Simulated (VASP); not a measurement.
A run of VASP 6.6.1:

The input POSCAR:

```
LiPbF3
1.0
    3.9305451309      0.0000000000      0.0000000000
    0.0000000000      3.9305451309      0.0000000000
    0.0000000000      0.0000000000      3.9305451309
Li Pb F
1 1 3
Direct
    0.0000000000      0.0000000000      0.0000000000
    0.5000000000      0.5000000000      0.5000000000
    0.5000000000      0.0000000000      0.0000000000
    0.0000000000      0.5000000000      0.0000000000
    0.0000000000      0.0000000000      0.5000000000
```

INCAR.step1

```
PREC = Accurate
ENCUT = 520
EDIFF = 1E-6
ISMEAR = 0
SIGMA = 0.02
LREAL = F
LASPH = T
NELM = 100
ALGO = Normal
ISIF = 2
LWAVE = F
LCHARG = T
GGA = PE
NBANDS = 27
```

The input KPOINTS.step1:

```
regular mesh
0
Gamma
  6 6 6
```

Contents of INCAR.step2:

```
PREC = Accurate
ENCUT = 520
EDIFF = 1E-6
ISMEAR = -5
SIGMA = 0.02
LREAL = F
LASPH = T
NELM = 100
ALGO = Normal
ISIF = 2
LWAVE = F
LCHARG = F
GGA = PE
LORBIT = 11
NEDOS = 1001
ICHARG = 11
```

The input KPOINTS.step2:

```
regular mesh
0
Gamma
  9 9 9
```

Potentials or basis: VASP PAW PBE potentials, release 64 (Li_sv, Pb_d, F).

Run with:

```bash
$ cat potpaw_PBE.64/Li_sv/POTCAR potpaw_PBE.64/Pb_d/POTCAR potpaw_PBE.64/F/POTCAR > POTCAR
$ cp INCAR.step1 INCAR
$ cp KPOINTS.step1 KPOINTS
$ mpirun -np 1 vasp_std > vasp.out
$ cp INCAR.step2 INCAR
$ cp KPOINTS.step2 KPOINTS
$ mpirun -np 1 vasp_std > vasp.out
```

Hardware: 1 thread of AMD EPYC 9R45 (Zen 5) (shared host).

Task: Estimate the wall time of this run.

Result: Wall time 33 s on 1 thread of AMD EPYC 9R45 (Zen 5), on a shared host, peak memory 0.15 GiB. Counts: scf iterations 8, k points 35.
